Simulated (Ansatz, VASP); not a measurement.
# Cross-check of Zr (Zirconium) between VASP and Ansatz

Aim: how closely do two programs agree when they are given the same cell, functional and k mesh? The cell is taken from a series of runs on this material, whose earlier steps may have relaxed, scaled, displaced or heated it; both programs get it as it stands.

Program: Ansatz 0.2.0. Level of theory: plane waves, with VASP 6.6.1 beside it; zone-centre phonons at PBEsol. Results are calculated unless marked as measured.

**1. Starting point**

It takes space group P6_3/mmc (No. 194, hexagonal). Conventional cell: a = 3.207 Å, b = 3.207 Å, c = 5.144 Å, α = 90.00°, β = 90.00°, γ = 120.00°. Nearest to Zr lie 12 Zr at 3.17 to 3.21 Å.

**2. Ansatz: zone-centre phonons, PBEsol, pair 1**

Ansatz runs on its PAW soft_1 files.

Second derivatives magnify differences that forces hide, and they need a tight electronic threshold.

Input file input.yaml:

```yaml
crystal:
  lattice:
    - [3.2073047024, 0.0, 0.0]
    - [-1.6036523512, 2.77760735, 0.0]
    - [0.0, 0.0, 5.1436714341]
  atoms:
    - { symbol: Zr, position: [0.3333333333, 0.6666666667, 0.25] }
    - { symbol: Zr, position: [0.6666666667, 0.3333333333, 0.75] }
kpoints:
  mp_grid: { grid: [15, 15, 8] }
hamiltonian:
  xc: pbesol
  pseudopotentials: { kind: paw, azcp: { folder: soft_1 }, xc_functional: pbe }
scf:
  occupations: { method: methfessel_paxton, width: 0.2 }
output:
  eigenvalues: true
phonons:
  method: dfpt
```

Command:

```
$ ansatz run input.yaml --threads 4 --pin off --max-ram 10240MiB --backend cpu --events-out ev --progress --plain --runs-dir out
```

Numbers of over 12 decimals in the logs are rounded to 6 here.

The log of the run:

```text
zone centre: on kpoints.mp_grid the ground state, and the responses unless they are solved on pairs of k-points, stand on 320 of the mesh's 1800 k-points, reduced under 4 symmetry operations, with k and −k counted as one. Each operation leaves every solved displacement unchanged or reverses it
Engine: ansatz 0.2.0, aarch64-unknown-linux-gnu
Pseudopotentials: kind: paw
Pseudopotential: Zr, paw, valence charge 12, recommended cutoff 420 eV (normal), soft_1/Zr.paw.azcp
Functional definition: PBEsol
  exchange = pbesol_x
  correlation = pbesol_c
Crystal: 2 atoms, lattice volume = 45.823 Å³
Basis set: ecut = 420 eV, 905 PW (Γ), exchange–correlation on 48×48×72 points (8 copies of the dense FFT grid, shifted against one another)
Bands: 16, of which v1, the nominal top of the filled ones, is band 12 counted from 1 (11 counted from 0)
Symmetry: 24 space group operations
k-points: 320 of 1800 (irreducible under 4 space group operations, time reversal used)
Non-local potential: Zr, projectors of the file, l = 0: 3, l = 1: 2, l = 2: 2, l = 3: 1
PAW form: soft (Blöchl's): semilocal exchange-correlation on the pseudo side does not see the compensation charge
PAW frozen core: Zr, regenerated for the run's functional, and the local potential with it (the file was generated under x = pbe(κ = 0.804, μ = 0.219515), c = pbe(β = 0.066725))
PAW one-centre angular grid: Zr, 590 points (default); XC on 64 Gauss nodes
Initial density: superposition of atomic densities (chi_scale 0.1, normalization cell)
Initial wavefunctions: pseudopotential atomic-orbital guess
Functional: x = pbesol(κ = 0.804, μ = 0.123457), c = pbesol(β = 0.046)
SCF iter   1: F=—  HF=-8257.514407 eV  |F-HF|=—  |Δ(HF+E_count)|=         —  Δρ=3.01e-2  dr2=5.35e-1  ethr=3.10e-3  ⟨swp⟩=5.1  Hψ=47011  notcnv=0
automatic band count: the SCF goes on with 20 bands, as 16 were too few: they end inside the smearing window of the response
preconditioner: auto → Kerker (q_TF=auto, 2.450 Å⁻¹)  [metal: Δε(μ)=0.003 eV  Ē_g=5.215 eV  σ=0.200 eV  W_gap=0.01  n_scr=10 (ndim 8)  ℏωp=15.5 eV  f_vac=0.000  D(μ)=1.87/eV (n_scr^D=22)]
SCF iter   2: F=—  HF=-8257.380580 eV  |F-HF|=—  |Δ(HF+E_count)|=   1.34e-1  S|Δr|=    0.00e0  Δρ=1.87e-2  dr2=2.00e-1  ethr=2.23e-3  ⟨swp⟩=1.8  Hψ=9936  notcnv=0  defer=130
SCF iter   3: F=—  HF=-8257.310527 eV  |F-HF|=—  |Δ(HF+E_count)|=   7.01e-2  S|Δr|=    0.00e0  Δρ=1.98e-3  dr2=1.10e-3  ethr=8.34e-4  ⟨swp⟩=3.0  Hψ=11645  notcnv=0  defer=130
SCF iter   4: F=—  HF=-8257.310514 eV  |F-HF|=—  |Δ(HF+E_count)|=   1.32e-5  S|Δr|=    0.00e0  Δρ=3.01e-4  dr2=2.65e-5  ethr=4.58e-6  ⟨swp⟩=2.0  Hψ=9700  notcnv=0  defer=130
SCF iter   5: F=—  HF=-8257.310516 eV  |F-HF|=—  |Δ(HF+E_count)|=   2.30e-6  S|Δr|=    0.00e0  Δρ=3.37e-5  dr2=3.10e-7  ethr=1.11e-7  ⟨swp⟩=1.0  Hψ=5906  notcnv=0  defer=130
SCF iter   6: F=—  HF=-8257.310517 eV  |F-HF|=—  |Δ(HF+E_count)|=   7.05e-7  S|Δr|=    0.00e0  Δρ=7.18e-6  dr2=1.71e-8  ethr=1.29e-9  ⟨swp⟩=2.3  Hψ=9768  notcnv=0  defer=423
SCF iter   7: F=—  HF=-8257.310517 eV  |F-HF|=—  |Δ(HF+E_count)|=  2.06e-10  S|Δr|=    0.00e0  Δρ=9.93e-7  dr2=3.56e-10  ethr=7.12e-11  ⟨swp⟩=1.4  Hψ=5997  notcnv=0  defer=425
SCF iter   8: F=—  HF=-8257.310517 eV  |F-HF|=—  |Δ(HF+E_count)|=  4.73e-11  S|Δr|=    0.00e0  Δρ=2.12e-7  dr2=1.32e-11  ethr=1.48e-12  ⟨swp⟩=2.4  Hψ=8484  notcnv=0  defer=425
SCF iter   9: F=-8257.310517 eV  HF=-8257.310517 eV  |F-HF|=1.82e-12  |Δ(HF+E_count)|=    0.00e0  S|Δr|=    0.00e0  Δρ=2.62e-8  dr2=1.96e-13  ethr=1.00e-12  ⟨swp⟩=9.6  Hψ=26182  notcnv=0
SCF 1 converged in 9 iterations: F = -8257.310517 eV  dr2 = 1.96e-13
  greatest PAW one-centre occupation: 0.996 electrons in one spin orbital (limit 2), on the Zr atom at site 1 (counted from 0), in its partial waves of l = 0
DFPT response loops at Γ: preconditioner auto → Kerker (q_TF=auto, 2.450 Å⁻¹) (partly filled bands, converged f_vac=0.000); β = 1.00, the filter's whole step (`scf.mixing.beta` (0.50) is not read by the response loops under this deck's `scf.mixing.preconditioner`; to damp them name `kerker` or `kerker_dos`, under which they read `scf.mixing.beta`, and type it under 1.00, their step now; both keys bind the ground state too); Broyden in place of MSR1
SCF converged after 9 iterations
Stability not checked: this state was not tested for a lower state beside it, because cold or Methfessel-Paxton smearing, or corrected tetrahedra, fill the levels in a way that the test cannot read (fill_not_monotonic; see scf.lower_state_search)
Free energy (F): -8257.310517 eV
Harris-Foulkes:  -8257.310517 eV  (|F-HF|=1.82e-12)
Internal energy: -8257.312689 eV  (E = F + TS)
E sigma→0 (E₀):  -8257.311060 eV
Entropy (-TS):   0.002172 eV (1.086 meV/atom)
Fermi energy:    14.125258 eV
--- Per-component energies (eV) ---
  E_band       = -189.606090
  E_kinetic    = 631.484328
  E_local      = -1195.658003  (includes V_loc(G=0)·N_el)
  E_nonlocal   = 153.622506
  E_hartree    = 387.841373
  E_xc         = -306.745967
  E_vxc        = -364.036859  (∫ρ·V_xc dr)
  E_paw        = -5819.743679  (= ΣΔE_a)
  E_vpaw       = -190.700767  (= ΣTr[D̂ρ^β])
  E_aug_tail   = -0.000050  (compensation charges beyond the density's cutoff)
  E_ewald      = -2108.444637
  E_core_change = 0.331442  (= ΣΔE_core)
  E_smearing   = 0.002172  (= −TS)
  E_closure    = 0.000000  (closes the sum)
  Σ components = -8257.310517   (vs F -8257.310517, Δ=0.00e0)
--- Band table (eV; the first three rows and the last of 320) ---
  k-point 0: bands = [... 8 lower, 8.4094, 11.0198, 14.9764, 14.9764, 15.0614, 15.2956, 15.6707, 15.6707, ... 4 higher]
  k-point 1: bands = [... 8 lower, 8.5418, 11.0119, 14.9097, 14.9097, 14.9600, 15.0496, 15.5730, 15.5730, ... 4 higher]
  k-point 2: bands = [... 8 lower, 8.9207, 10.9355, 14.5313, 14.6924, 14.8124, 14.8124, 15.3413, 15.3413, ... 4 higher]
  k-point 319: bands = [... 8 lower, 11.7970, 11.7970, 13.4491, 13.4491, 14.1374, 14.1374, 15.9585, 15.9585, ... 4 higher]
--- Phonons (Γ-DFPT): 2 representative perturbations + reference, on 320 of 1800 k-points (Σ response iterations 6) ---
  k mesh reduced under 4 symmetry operations, with k and −k counted as one. Each operation leaves every solved displacement unchanged or reverses it
  ASR residual: 1.588e-5 → 0.000e0 eV/Å²; symmetrization residual: 1.141e-13 eV/Å²
  ASR residual per site (eV/Å²): 1.59e-5 1.59e-5
  Γ frequencies (cm⁻¹): 0.00 0.00 0.00 66.25 66.25 153.86
  non-analytic LO–TO correction: not included (Born effective charges unavailable; polar crystals: no LO–TO splitting at Γ)
```

In the SCF lines HF is the Harris–Foulkes energy and dr2 the Hartree energy of the density residual, in eV; the loop may stop once dr2 is under the threshold and the program's other checks hold. Hψ counts applications of the Hamiltonian.

**3. VASP: zone-centre phonons, PBEsol, pair 1**

The same cell, functional, mesh and smearing now go to VASP, with its own data sets.

Lines of VASP's logs that name or quote its potential files are left out, and so is its time.

Input file INCAR:

```
SYSTEM = Zr
PREC = Accurate
ENCUT = 500
EDIFF = 1E-08
NELM = 120
ISMEAR = 1
SIGMA = 0.2
LREAL = .FALSE.
ALGO = Normal
GGA = PS
NBANDS = 18
LASPH = .TRUE.
LORBIT = 11
LWAVE = .FALSE.
LCHARG = .FALSE.
ISIF = 2
IBRION = 8
GGA_COMPAT = .FALSE.
KPAR = 2
```

Input file POSCAR:

```
Zr
1.0
    3.2073047024      0.0000000000      0.0000000000
   -1.6036523512      2.7776073500      0.0000000000
    0.0000000000      0.0000000000      5.1436714341
Zr
2
Direct
    0.3333333333      0.6666666667      0.2500000000
    0.6666666667      0.3333333333      0.7500000000
```

Input file KPOINTS:

```
Automatic mesh
0
Gamma
15 15 8
0 0 0
```

PAW data sets: Zr_sv (PBE family, release 64).

Command:

```
$ mpirun -np 2 vasp_std
```

The log of the run:

```text
[banner, memory and clock lines left out]
running    2 mpi-ranks, on    1 nodes
 distrk:  each k-point on    1 cores,    2 groups
 distr:  one band on    1 cores,    1 groups

 POSCAR found type information on POSCAR Zr
 POSCAR found :  1 types and       2 ions
|                                                                             |
|               ----> ADVICE to this user running VASP <----                  |
|                                                                             |
|     You enforced a specific xc type in the INCAR file but a different       |
|     [... a line on the potential file left out ...]
|     I HOPE YOU KNOW WHAT YOU ARE DOING!                                     |
|                                                                             |

 LDA part: xc-table for (Slater+PW92), standard interpolation
 POSCAR, INCAR and KPOINTS ok, starting setup
 FFT: planning ... GRIDC
 FFT: planning ... GRID_SOFT
 FFT: planning ... GRID
 WAVECAR not read
 entering main loop
       N       E                     dE             d eps       ncg     rms          rms(c)
DAV:   1     0.204616939312E+03    0.20462E+03   -0.13192E+04  4868   0.129E+03
DAV:   2    -0.368634991835E+01   -0.20830E+03   -0.20523E+03  5782   0.372E+02
DAV:   3    -0.186148280212E+02   -0.14928E+02   -0.14782E+02  8838   0.720E+01
DAV:   4    -0.189616559833E+02   -0.34683E+00   -0.34646E+00  5738   0.116E+01
DAV:   5    -0.189722685183E+02   -0.10613E-01   -0.10609E-01  7280   0.138E+00    0.155E+01
DAV:   6    -0.182903608350E+02    0.68191E+00   -0.10276E+00  5238   0.788E+00    0.615E+00
DAV:   7    -0.181524223185E+02    0.13794E+00   -0.66736E-01  7036   0.545E+00    0.116E+00
DAV:   8    -0.181561336485E+02   -0.37113E-02   -0.35979E-02  6322   0.154E+00    0.291E-01
DAV:   9    -0.181564308752E+02   -0.29723E-03   -0.17966E-03  6304   0.394E-01    0.276E-02
DAV:  10    -0.181564060570E+02    0.24818E-04   -0.54945E-05  7098   0.425E-02    0.240E-02
DAV:  11    -0.181564067336E+02   -0.67657E-06   -0.97730E-06  5498   0.364E-02    0.207E-03
DAV:  12    -0.181564067729E+02   -0.39326E-07   -0.35062E-07  6562   0.412E-03    0.208E-03
DAV:  13    -0.181564065607E+02    0.21229E-06   -0.35296E-08  4864   0.138E-03    0.708E-04
DAV:  14    -0.181564065168E+02    0.43807E-07   -0.52269E-09  3082   0.854E-04    0.206E-04
DAV:  15    -0.181564065203E+02   -0.34552E-08   -0.77826E-10  2838   0.289E-04
   1 F= -.18156407E+02 E0= -.18157128E+02  d E =0.216435E-02
 Linear response reoptimize wavefunctions to high precision
DAV:   1    -0.181564065214E+02   -0.10577E-08   -0.34189E-10  2910   0.185E-04
DAV:   2    -0.181564065214E+02   -0.31832E-10   -0.12827E-10  2782   0.818E-05
 Linear response DOF=           2
 Linear response progress:
  Degree of freedom:   1/  2
       N       E                     dE             d eps       ncg     rms          rms(c)
RMM:   1    -0.674620408532E+00   -0.67462E+00    0.27543E+00 21908   0.133E+01
RMM:   2    -0.626623148225E+00    0.47997E-01   -0.23728E-01 32807   0.269E+00    0.241E-01
RMM:   3    -0.628032537716E+00   -0.14094E-02   -0.38076E-02 40311   0.963E-01    0.785E-02
RMM:   4    -0.630293878961E+00   -0.22613E-02   -0.49886E-03 48928   0.352E-01    0.259E-02
RMM:   5    -0.630897813738E+00   -0.60393E-03   -0.95290E-04 48362   0.151E-01    0.180E-02
RMM:   6    -0.630948592741E+00   -0.50779E-04   -0.22299E-04 51924   0.650E-02    0.190E-02
RMM:   7    -0.630880004340E+00    0.68588E-04   -0.68756E-05 48895   0.389E-02    0.501E-03
RMM:   8    -0.630821164370E+00    0.58840E-04   -0.24311E-05 51604   0.184E-02    0.969E-03
RMM:   9    -0.630799868610E+00    0.21296E-04   -0.10796E-05 50471   0.111E-02    0.662E-03
RMM:  10    -0.630789305174E+00    0.10563E-04   -0.32766E-06 49782   0.856E-03    0.187E-03
RMM:  11    -0.630789376593E+00   -0.71419E-07   -0.45132E-06 53263   0.490E-03    0.721E-04
RMM:  12    -0.630792193511E+00   -0.28169E-05   -0.24587E-06 52912   0.318E-03    0.822E-05
RMM:  13    -0.630793136605E+00   -0.94309E-06   -0.15335E-06 53574   0.213E-03    0.554E-05
RMM:  14    -0.630793261779E+00   -0.12517E-06   -0.10748E-06 53420   0.157E-03    0.315E-05
RMM:  15    -0.630792913770E+00    0.34801E-06   -0.48006E-07 50154   0.128E-03    0.102E-04
RMM:  16    -0.630792841297E+00    0.72472E-07   -0.29347E-07 48415   0.111E-03    0.856E-05
RMM:  17    -0.630792898762E+00   -0.57464E-07   -0.19117E-07 53479   0.891E-04    0.101E-04
RMM:  18    -0.630792945040E+00   -0.46279E-07   -0.14522E-07 47627   0.774E-04    0.540E-05
RMM:  19    -0.630792886959E+00    0.58081E-07   -0.53063E-08 52397   0.660E-04    0.524E-05
RMM:  20    -0.630792874091E+00    0.12868E-07   -0.36590E-09 52566   0.582E-04    0.577E-05
RMM:  21    -0.630792989625E+00   -0.11553E-06    0.23764E-08 48017   0.525E-04    0.644E-05
RMM:  22    -0.630792832269E+00    0.15736E-06    0.41436E-08 46584   0.480E-04    0.552E-05
 first order change of Fermi-energy   0.18288E-04
 force on displaced ion       1 direction 1 :  -0.747   0.000   0.000
 Linear response progress:
  Degree of freedom:   2/  2
       N       E                     dE             d eps       ncg     rms          rms(c)
RMM:   1    -0.792386260347E+00   -0.79239E+00    0.29567E+00  7536   0.135E+01
RMM:   2    -0.743097875727E+00    0.49288E-01   -0.26081E-01 11171   0.275E+00    0.257E-01
RMM:   3    -0.746386797563E+00   -0.32889E-02   -0.45739E-02 13621   0.987E-01    0.879E-02
RMM:   4    -0.749099873975E+00   -0.27131E-02   -0.55634E-03 15402   0.359E-01    0.325E-02
RMM:   5    -0.749425461079E+00   -0.32559E-03   -0.80178E-04 16393   0.153E-01    0.206E-02
RMM:   6    -0.749262445089E+00    0.16302E-03    0.24952E-04 16676   0.692E-02    0.107E-02
RMM:   7    -0.749237406495E+00    0.25039E-04    0.74811E-05 17101   0.357E-02    0.612E-03
RMM:   8    -0.749232058717E+00    0.53478E-05   -0.26856E-05 16871   0.192E-02    0.148E-03
RMM:   9    -0.749211738088E+00    0.20321E-04    0.19776E-05 17608   0.108E-02    0.452E-04
RMM:  10    -0.749215875667E+00   -0.41376E-05    0.44452E-06 17577   0.619E-03    0.269E-04
RMM:  11    -0.749217220287E+00   -0.13446E-05   -0.18603E-06 17730   0.376E-03    0.148E-04
RMM:  12    -0.749220001437E+00   -0.27811E-05   -0.10678E-05 17292   0.271E-03    0.638E-05
RMM:  13    -0.749219946639E+00    0.54798E-07   -0.56414E-06 17647   0.198E-03    0.644E-05
RMM:  14    -0.749219703150E+00    0.24349E-06   -0.75044E-07 16909   0.155E-03    0.130E-05
[...]
RMM:  29    -0.749220782807E+00    0.46892E-07    0.91010E-07 15507   0.232E-04    0.117E-06
RMM:  30    -0.749220786212E+00   -0.34056E-08    0.84730E-07 15219   0.221E-04    0.561E-07
RMM:  31    -0.749220784565E+00    0.16476E-08    0.90553E-07 13904   0.213E-04    0.166E-06
RMM:  32    -0.749220773156E+00    0.11408E-07    0.96118E-07 12697   0.206E-04    0.231E-06
RMM:  33    -0.749220773696E+00   -0.53964E-09    0.10439E-06 12157   0.201E-04    0.286E-06
RMM:  34    -0.749220765187E+00    0.85093E-08    0.10810E-06 12687   0.196E-04    0.301E-06
RMM:  35    -0.749220758131E+00    0.70557E-08    0.11941E-06 12650   0.193E-04    0.324E-06
RMM:  36    -0.749220777611E+00   -0.19480E-07    0.10427E-06 13726   0.190E-04    0.312E-06
 first order change of Fermi-energy  -0.13843E-03
 force on displaced ion       1 direction 3 :  -0.000  -0.000  -4.041
 Linear response finished
```

Parts of OUTCAR (step 3):

```text
ion  position               nearest neighbor table
   1  0.333  0.667  0.250-   2 3.17   2 3.17   2 3.17   2 3.17   2 3.17   2 3.17
   2  0.667  0.333  0.750-   1 3.17   1 3.17   1 3.17   1 3.17   1 3.17   1 3.17

  LATTYP: Found a hexagonal cell.
 ALAT       =     3.2073047024
 C/A-ratio  =     1.6037364427

 Subroutine GETGRP returns: Found 24 space group operations
 (whereof 12 operations were pure point group operations)

The static configuration has the point symmetry D_3d.
 The point group associated with its full space group is D_6h.

 Found    135 irreducible k-points:

   k-points           NKPTS =    135   k-points in BZ     NKDIM =    135   number of bands    NBANDS=     18

   dimension x,y,z NGX =    24 NGY =   24 NGZ =   40
   dimension x,y,z NGXF=    48 NGYF=   48 NGZF=   80

   ENCUT  =  500.0 eV  36.75 Ry    6.06 a.u.   5.85  5.85  9.38*2*pi/ulx,y,z

   NELECT =      24.0000    total number of electrons

 k-points in reciprocal lattice and weights: Automatic mesh
   0.00000000  0.00000000  0.00000000       0.001
   0.06666667  0.00000000  0.00000000       0.003
   0.13333333 -0.00000000  0.00000000       0.003
   0.20000000 -0.00000000  0.00000000       0.003
   0.26666667 -0.00000000  0.00000000       0.003
   0.33333333 -0.00000000  0.00000000       0.003
   0.40000000 -0.00000000  0.00000000       0.003
   0.46666667  0.00000000  0.00000000       0.003
   0.06666667  0.06666667  0.00000000       0.003
[...]
0.33333333  0.26666667  0.50000000       0.007
   0.33333333  0.33333333  0.50000000       0.001

 average (electrostatic) potential at core
       1 -74.2238       2 -74.2238

  Total       -0.5278867     -0.5278867     -0.5306600      0.0000000      0.0000000      0.0000000
  in kB      -18.4572513    -18.4572513    -18.5542165      0.0000000      0.0000000      0.0000000
  external PRESSURE =     -18.4895730 kB  Pullay stress =       0.0000000 kB

  energy-cutoff  :      500.00
  volume of cell :       45.82
      direct lattice vectors                 reciprocal lattice vectors
     3.207304702  0.000000000  0.000000000     0.311788275  0.180011044  0.000000000
    -1.603652351  2.777607350  0.000000000     0.000000000  0.360022089  0.000000000
     0.000000000  0.000000000  5.143671434     0.000000000  0.000000000  0.194413662

 POSITION                                       TOTAL-FORCE (eV/Angst)
 -----------------------------------------------------------------------------------
     -0.00000      1.85174      1.28592         0.000000      0.000000      0.000000
      1.60365      0.92587      3.85775        -0.000000     -0.000000      0.000000
 -----------------------------------------------------------------------------------
    total drift:                               -0.000000      0.000000     -0.000000

 Eigenvectors and eigenvalues of the dynamical matrix
 ----------------------------------------------------

   1 f  =    4.653050 THz    29.235978 2PiTHz  155.209056 cm-1    19.243462 meV
             X         Y         Z           dx          dy          dz
     -0.000000  1.851738  1.285918     0.000000    0.000000    0.707107
      1.603652  0.925869  3.857754     0.000000    0.000000   -0.707107

   2 f  =    2.000610 THz    12.570200 2PiTHz   66.733151 cm-1     8.273852 meV
             X         Y         Z           dx          dy          dz
     -0.000000  1.851738  1.285918    -0.000001    0.707107   -0.000000
      1.603652  0.925869  3.857754     0.000001   -0.707107    0.000000

   3 f  =    2.000610 THz    12.570200 2PiTHz   66.733151 cm-1     8.273852 meV
             X         Y         Z           dx          dy          dz
     -0.000000  1.851738  1.285918    -0.707107   -0.000001    0.000000
      1.603652  0.925869  3.857754     0.707107    0.000001    0.000000

   4 f  =    0.000000 THz     0.000000 2PiTHz    0.000000 cm-1     0.000000 meV
             X         Y         Z           dx          dy          dz
     -0.000000  1.851738  1.285918     0.632456   -0.316228    0.000000
      1.603652  0.925869  3.857754     0.632456   -0.316228    0.000000

   5 f  =    0.000000 THz     0.000000 2PiTHz    0.000000 cm-1     0.000000 meV
             X         Y         Z           dx          dy          dz
     -0.000000  1.851738  1.285918     0.000000    0.000000    0.707107
      1.603652  0.925869  3.857754     0.000000    0.000000    0.707107

   6 f/i=    0.000000 THz     0.000000 2PiTHz    0.000001 cm-1     0.000000 meV
             X         Y         Z           dx          dy          dz
     -0.000000  1.851738  1.285918    -0.316228   -0.632456    0.000000
      1.603652  0.925869  3.857754    -0.316228   -0.632456    0.000000

 ELASTIC MODULI CONTR FROM IONIC RELAXATION (kBar)
 Direction    XX          YY          ZZ          XY          YZ          ZX
 --------------------------------------------------------------------------------
 XX         -61.8662     61.8662      0.0000      0.0000      0.0000      0.0000
 YY          61.8662    -61.8662     -0.0000     -0.0000      0.0000      0.0000
 ZZ           0.0000     -0.0000     -0.0000     -0.0000      0.0000     -0.0000
 XY           0.0000     -0.0000     -0.0000    -61.8662      0.0000     -0.0000
 YZ           0.0000      0.0000      0.0000      0.0000      0.0000      0.0000
 ZX           0.0000      0.0000     -0.0000     -0.0000      0.0000     -0.0000
 --------------------------------------------------------------------------------
```

(Continued in part 2 of 2.)

[Lines on the potential files, build, host, timing and source positions are cut from VASP's logs without a mark.]

[Logs are printed without paths, hosts, clocks, repeated set-up lines and the standing remarks that a program may print on its own settings, such as how far it seeks lower states.]

[Hosts, paths, dates, database ids (printed as entryN), source tags and the programs' standing remarks are cut or masked in the printed files.]
